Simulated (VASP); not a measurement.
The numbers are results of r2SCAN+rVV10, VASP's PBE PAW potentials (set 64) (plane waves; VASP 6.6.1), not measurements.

VASP input:

### KPOINTS
```
Automatic mesh
0
Gamma
8 8 12
0 0 0
```

### INCAR
```
LMAXMIX  =  4   # l cut-off of mixed one-centre charges
LUSE_VDW  =  .TRUE.
ISPIN  =  2   # spin-polarised
SYSTEM  =  CrO2
LWAVE  =  .FALSE.
LCHARG  =  .FALSE.
ENCUT  =  520   # plane-wave cut-off (eV)
NEDOS  =  601   # DOS grid
ALGO  =  Normal
MAGMOM  =  2.3 2.3 -0.1 -0.1 -0.1 -0.1
PREC  =  Accurate
LEFG  =  .TRUE.
CPARAM  =  0.0093
ISIF  =  2
BPARAM  =  11.95
LORBIT  =  11
ISMEAR  =  -5
LREAL  =  .FALSE.   # projection in real space or not
METAGGA  =  R2SCAN
EDIFF  =  1E-7
NELM  =  100
LMIXTAU  =  .TRUE.
LASPH  =  .TRUE.
```

KPOINTS_OPT:
```
k-points along high-symmetry lines
6
Line-mode
Reciprocal
  0.000000   0.000000   0.000000 ! GAMMA
  0.000000   0.500000   0.000000 ! X

  0.000000   0.500000   0.000000 ! X
  0.500000   0.500000   0.000000 ! M

  0.500000   0.500000   0.000000 ! M
  0.000000   0.000000   0.000000 ! GAMMA

  0.000000   0.000000   0.000000 ! GAMMA
  0.000000   0.000000   0.500000 ! Z

  0.000000   0.000000   0.500000 ! Z
  0.000000   0.500000   0.500000 ! R

  0.000000   0.500000   0.500000 ! R
  0.500000   0.500000   0.500000 ! A

  0.500000   0.500000   0.500000 ! A
  0.000000   0.000000   0.500000 ! Z

  0.000000   0.500000   0.000000 ! X
  0.000000   0.500000   0.500000 ! R

  0.500000   0.500000   0.000000 ! M
  0.500000   0.500000   0.500000 ! A
```

POSCAR:
```
CrO2
1
    4.3968159547     0.0000000000     0.0000000000
   -0.0000000000     4.3968159547     0.0000000000
    0.0000000000     0.0000000000     2.9154129344
Cr O
2 4
Direct
  0.0000000000   0.0000000000   1.0000000000
  0.5000000000   0.5000000000   0.5000000000
  0.3025868150   0.3025868150   1.0000000000
  0.8025868150   0.1974131850   0.5000000000
  0.1974131850   0.8025868150   0.5000000000
  0.6974131850   0.6974131850   0.0000000000
```

POTCAR, in this order: Cr_pv O (PBE.64 set). Program: vasp_std.

The run wrote:

**OSZICAR**
```
       N       E                     dE             d eps       ncg     rms          rms(c)
DAV:   1     0.610168595968E+03    0.61017E+03   -0.27052E+04 12608   0.182E+03
DAV:   2    -0.207672506748E+02   -0.63094E+03   -0.59872E+03 13804   0.543E+02
DAV:   3    -0.934712276881E+02   -0.72704E+02   -0.71302E+02 15048   0.179E+02
DAV:   4    -0.954628366551E+02   -0.19916E+01   -0.19289E+01 15012   0.292E+01
DAV:   5    -0.955220349232E+02   -0.59198E-01   -0.58910E-01 16948   0.486E+00    0.440E+01
DAV:   6    -0.712641974260E+02    0.24258E+02   -0.12889E+02 14470   0.106E+02    0.284E+01
DAV:   7    -0.666856106413E+02    0.45786E+01   -0.54488E+01 15306   0.743E+01    0.169E+01
DAV:   8    -0.655559350120E+02    0.11297E+01   -0.38092E+00 16038   0.179E+01    0.636E+00
DAV:   9    -0.659076895762E+02   -0.35175E+00   -0.19977E+00 16038   0.109E+01    0.714E+00
DAV:  10    -0.659065201014E+02    0.11695E-02   -0.25026E-01 15824   0.321E+00    0.832E+00
DAV:  11    -0.658901202189E+02    0.16400E-01   -0.13559E-02 17314   0.661E-01    0.886E+00
DAV:  12    -0.658908540737E+02   -0.73385E-03   -0.45414E-03 16466   0.408E-01    0.853E+00
DAV:  13    -0.658532118617E+02    0.37642E-01   -0.52313E-03 16568   0.528E-01    0.966E+00
DAV:  14    -0.658554151567E+02   -0.22033E-02   -0.12978E-03 17284   0.237E-01    0.102E+01
DAV:  15    -0.659273610197E+02   -0.71946E-01   -0.21820E-01 14732   0.404E+00    0.736E+00
DAV:  16    -0.659336595461E+02   -0.62985E-02   -0.11365E-01 17316   0.235E+00    0.623E+00
DAV:  17    -0.659342827272E+02   -0.62318E-03   -0.12839E-02 15830   0.884E-01    0.438E+00
DAV:  18    -0.659324224586E+02    0.18603E-02   -0.11927E-02 17734   0.917E-01    0.368E+00
DAV:  19    -0.659349480583E+02   -0.25256E-02   -0.24584E-03 15192   0.408E-01    0.121E+00
DAV:  20    -0.659349064434E+02    0.41615E-04   -0.51847E-04 16782   0.154E-01    0.334E-01
DAV:  21    -0.659349921286E+02   -0.85685E-04   -0.70575E-05 17054   0.718E-02    0.310E-02
DAV:  22    -0.659350016414E+02   -0.95128E-05   -0.15571E-05 14052   0.326E-02    0.255E-02
DAV:  23    -0.659349991000E+02    0.25413E-05   -0.14490E-06 15984   0.915E-03    0.357E-02
DAV:  24    -0.659350059846E+02   -0.68846E-05   -0.95670E-07 15952   0.696E-03    0.220E-02
DAV:  25    -0.659350030450E+02    0.29396E-05   -0.37842E-08  7880   0.170E-03    0.843E-03
DAV:  26    -0.659350015848E+02    0.14602E-05   -0.12979E-08  7038   0.102E-03    0.231E-03
DAV:  27    -0.659350015378E+02    0.46972E-07   -0.35680E-09  6954   0.538E-04
   1 F= -.65935002E+02 E0= -.65935002E+02  d E =0.000000E+00  mag=     4.0000
       N       E                     dE             ncg
```

File OUTCAR:
```
------------------------ aborting loop because EDIFF is reached ----------------------------------------
  FORCE on cell =-STRESS in cart. coord.  units (eV):
  Direction    XX          YY          ZZ          XY          YZ          ZX
  --------------------------------------------------------------------------------------
  Total       -0.0051253     -0.0051253     -0.0733615      0.0000000      0.0000000      0.0000000
  in kB       -0.1456985     -0.1456985     -2.0854622      0.0000000      0.0000000      0.0000000
  external PRESSURE =      -0.7922864 kB  Pullay stress =       0.0000000 kB
  volume of cell :       56.36
      direct lattice vectors                 reciprocal lattice vectors
     4.396815955  0.000000000  0.000000000     0.227437312  0.000000000  0.000000000
     0.000000000  4.396815955  0.000000000     0.000000000  0.227437312  0.000000000
     0.000000000  0.000000000  2.915412934     0.000000000  0.000000000  0.343004584
 POSITION                                       TOTAL-FORCE (eV/Angst)
 -----------------------------------------------------------------------------------
      0.00000      0.00000      0.00000         0.000000      0.000000      0.000000
      2.19841      2.19841      1.45771         0.000000      0.000000      0.000000
      1.33042      1.33042      0.00000         0.003509      0.003509     -0.000000
      3.52883      0.86799      1.45771         0.003509     -0.003509      0.000000
      0.86799      3.52883      1.45771        -0.003509      0.003509      0.000000
      3.06640      3.06640      0.00000        -0.003509     -0.003509      0.000000
 -----------------------------------------------------------------------------------
    total drift:                                0.000000      0.000000      0.000000
  FREE ENERGIE OF THE ION-ELECTRON SYSTEM (eV)
  ---------------------------------------------------
  free  energy   TOTEN  =       -65.9350015378 eV

  energy  without entropy=      -65.9350015378  energy(sigma->0) =      -65.93500154

 total charge

# of ion       s       p       d       tot
------------------------------------------
    1        0.655   6.469   3.974  11.098
    2        0.655   6.469   3.974  11.098
    3        1.577   3.496   0.000   5.073
    4        1.577   3.496   0.000   5.073
    5        1.577   3.496   0.000   5.073
    6        1.577   3.496   0.000   5.073
--------------------------------------------------
tot          7.619  26.922   7.947  42.489

 magnetization (x)

# of ion       s       p       d       tot
------------------------------------------
    1        0.167   0.035   2.143   2.345
    2        0.167   0.035   2.143   2.345
    3       -0.003  -0.120   0.000  -0.123
    4       -0.003  -0.120   0.000  -0.123
    5       -0.003  -0.120   0.000  -0.123
    6       -0.003  -0.120   0.000  -0.123
--------------------------------------------------
tot          0.320  -0.409   4.287   4.198

 Electric field gradients after diagonalization (V/A^2)
 (convention: |V_zz| > |V_xx| > |V_yy|)
----------------------------------------------------------------------
 ion       V_xx      V_yy      V_zz     asymmetry (V_yy - V_xx)/ V_zz
----------------------------------------------------------------------
   1      25.414    23.819   -49.233       0.032
   2      25.414    23.819   -49.233       0.032
   3     -17.941    -4.636    22.577       0.589
   4     -17.941    -4.636    22.577       0.589
   5     -17.941    -4.636    22.577       0.589
   6     -17.941    -4.636    22.577       0.589
```
(Selected blocks of OUTCAR.)

For a metal the tetrahedron method with Blöchl corrections gives inexact stress and forces.

The compound is CrO2 in the rutile structure. It was relaxed first.
